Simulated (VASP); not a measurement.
Calculation: PBE GGA, VASP's PBE PAW potentials (set 64) (plane waves; VASP).

A VASP calculation is set up with these files.

### KPOINTS
```
Automatic mesh
0
Gamma
10 10 10
0 0 0
```

**POSCAR**
```
Bi
1
    4.1896454412    -2.2703278105     0.0107583356
    4.1896454412     2.2703278105     0.0107583356
    2.9497939703     0.0000000000     3.7425056457
Bi
2
Direct
  0.2341063920   0.2341063920   0.2341063920
  0.7658936080   0.7658936080   0.7658936080
```

**INCAR**
```
ISIF = 2   ! forces and stress, cell fixed
SIGMA = 0.1   ! width (eV)
GGA = PE   ! PBE
LREAL = .FALSE.   ! projection in real space or not
ALGO = Normal
ENCUT = 480
SYSTEM = Bi
ISMEAR = 1
LMAXMIX = 4   ! l cut-off of mixed one-centre charges
NELM = 100   ! most electronic steps
EDIFF = 1E-7
PREC = Accurate
LWAVE = .FALSE.
LCHARG = .FALSE.
LASPH = .TRUE.
```

POTCAR, in this order: Bi_d (PBE.64 set). Program: vasp_std.

The resulting files:

OSZICAR:
```
       N       E                     dE             d eps       ncg     rms          rms(c)
DAV:   1     0.287055423689E+03    0.28706E+03   -0.16017E+04  4408   0.180E+03
DAV:   2     0.155392548265E+02   -0.27152E+03   -0.26737E+03  4432   0.442E+02
DAV:   3    -0.695911565026E+01   -0.22498E+02   -0.22094E+02  5124   0.152E+02
DAV:   4    -0.772800906361E+01   -0.76889E+00   -0.76764E+00  4853   0.309E+01
DAV:   5    -0.776755440850E+01   -0.39545E-01   -0.39544E-01  5903   0.628E+00    0.105E+00
DAV:   6    -0.776556277833E+01    0.19916E-02   -0.20080E-02  5500   0.155E+00    0.636E-01
DAV:   7    -0.776559968895E+01   -0.36911E-04   -0.13091E-02  5002   0.144E+00    0.110E-01
DAV:   8    -0.776579369607E+01   -0.19401E-03   -0.17186E-03  4780   0.519E-01    0.213E-02
DAV:   9    -0.776581209248E+01   -0.18396E-04   -0.67359E-05  6051   0.774E-02    0.112E-02
DAV:  10    -0.776581094543E+01    0.11471E-05   -0.84491E-06  4979   0.230E-02    0.171E-03
DAV:  11    -0.776581145585E+01   -0.51043E-06   -0.58896E-07  4007   0.674E-03    0.112E-03
DAV:  12    -0.776581140645E+01    0.49399E-07   -0.21257E-07  3597   0.305E-03
   1 F= -.77658114E+01 E0= -.77658693E+01  d E =0.173814E-03
```

**OUTCAR**
```
------------------------ aborting loop because EDIFF is reached ----------------------------------------
  FORCE on cell =-STRESS in cart. coord.  units (eV):
  Direction    XX          YY          ZZ          XY          YZ          ZX
  --------------------------------------------------------------------------------------
  Total        0.6311869      0.6975961      0.6902656      0.0000000      0.0000000     -0.0220642
  in kB       14.2327924     15.7302712     15.5649739      0.0000000      0.0000000     -0.4975309
  external PRESSURE =      15.1760125 kB  Pullay stress =       0.0000000 kB
  volume of cell :       71.05
      direct lattice vectors                 reciprocal lattice vectors
     4.189645441 -2.270327810  0.010758336     0.119583871 -0.220232513 -0.094254442
     4.189645441  2.270327810  0.010758336     0.119583871  0.220232513 -0.094254442
     2.949793970  0.000000000  3.742505646    -0.000687520  0.000000000  0.267742560
 POSITION                                       TOTAL-FORCE (eV/Angst)
 -----------------------------------------------------------------------------------
      2.65221      0.00000      0.88118         0.128276      0.000000      0.042619
      8.67687      0.00000      2.88284        -0.128276      0.000000     -0.042619
 -----------------------------------------------------------------------------------
    total drift:                               -0.000000     -0.000000     -0.000000
  FREE ENERGIE OF THE ION-ELECTRON SYSTEM (eV)
  ---------------------------------------------------
  free  energy   TOTEN  =        -7.7658114065 eV

  energy  without entropy=       -7.7659852200  energy(sigma->0) =       -7.76586934
```
(Selected blocks of OUTCAR.)

The compound is Bi in the a7 structure. This cell was strained or had an atom moved on purpose.
